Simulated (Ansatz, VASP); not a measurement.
This is a calculation of Rb3Ba for VASP 6.6.1.

Contents of run.py:

```python
from ase.calculators.vasp import Vasp
from ase.dft.bandgap import bandgap
from ase.spacegroup import crystal

atoms = crystal(
    ['Ba', 'Rb', 'Rb'],
    basis=[[0.0, 0.0, 0.0], [0.5, 0.5, 0.0], [0.5, 0.0, 0.25]],
    spacegroup=139,
    setting=1,
    cellpar=[6.742918, 6.742918, 14.742696, 90.0, 90.0, 90.0],
    primitive_cell=True,
)
calc = Vasp(
    directory='calc',
    xc='rpbe',
    pp='PBE',
    setups='recommended',
    prec='Accurate',
    encut=520,
    ediff=1e-06,
    ismear=-5,
    sigma=0.05,
    lreal=False,
    lasph=True,
    nelm=80,
    algo='Normal',
    isif=2,
    lwave=False,
    lcharg=True,
    ivdw=13,
    lelf=True,
    lvhar=True,
    kpts=[6, 6, 6],
    gamma=True,
    nbands=26,
)
atoms.calc = calc

print('energy (eV):', atoms.get_potential_energy())
print('free energy (eV):', atoms.get_potential_energy(force_consistent=True))
print('forces (eV/A):')
print(atoms.get_forces())
print('stress (eV/A^3, Voigt):', atoms.get_stress())
print('Fermi level (eV):', calc.get_fermi_level())
gap, top, bottom = bandgap(calc)
print('band gap (eV):', gap, 'from (spin, k, band)', top, 'to', bottom)
```

Potentials or basis: VASP PAW PBE potentials, release 64 (Ba_sv, Rb_sv).

Run with:

```console
$ python run.py
```

Question: Set up the same calculation for Ansatz 0.2.0. Potentials there: Ansatz PAW.

Answer: As run (the cutoff follows the program's own potentials):

File input.yaml:

```yaml
crystal:
  lattice:
    - [-3.371459, 3.371459, 7.371348]
    - [3.371459, -3.371459, 7.371348]
    - [3.371459, 3.371459, -7.371348]
  atoms:
    - { symbol: Ba, position: [0.0, 0.0, 0.0] }
    - { symbol: Rb, position: [0.5, 0.5, 0.0] }
    - { symbol: Rb, position: [0.25, 0.75, 0.5] }
    - { symbol: Rb, position: [0.75, 0.25, 0.5] }
hamiltonian:
  xc: rpbe
  pseudopotentials: { kind: paw }
  dispersion: d4
kpoints:
  mp_grid: { grid: [6, 6, 6] }
scf:
  occupations: { method: tetrahedron }
output:
  forces: true
  stress: true
```

Potentials or basis: Ansatz PAW.

Run with:

```bash
$ ansatz run input.yaml --threads 2 --pin off --max-ram 5632MiB --backend cpu --events-out ev --progress --plain --runs-dir out
```

Both were run:

|  | VASP | Ansatz | Ansatz less VASP |
| --- | --- | --- | --- |
| gap on the k mesh at the Fermi level (eV) | none | none | - |
| pressure (GPa) | 0.1 | 0.1 | 0.00 |
| dispersion energy (meV/atom) | -127.5 | -127.6 | -0.12 |

A gap of «none» marks a metal or a gap that the smearing closes. With one functional, cell and mesh, what is left measures potentials, basis and numerics.

Caveats: pairwise dispersion overbinds metals, which lowers pressure and volume; the PAW data sets were made with another functional, which shifts forces and pressure a little (VASP); tetrahedron occupations give inexact forces and stress in metals (VASP); the PAW data sets come from PBE, with cores solved anew for the run's functional, which leaves a small shift of forces and pressure (Ansatz); with tetrahedron occupations forces and stress needn't match the slope of the energy (Ansatz). Spin-orbit coupling is left out, which matters for the levels of Ba.
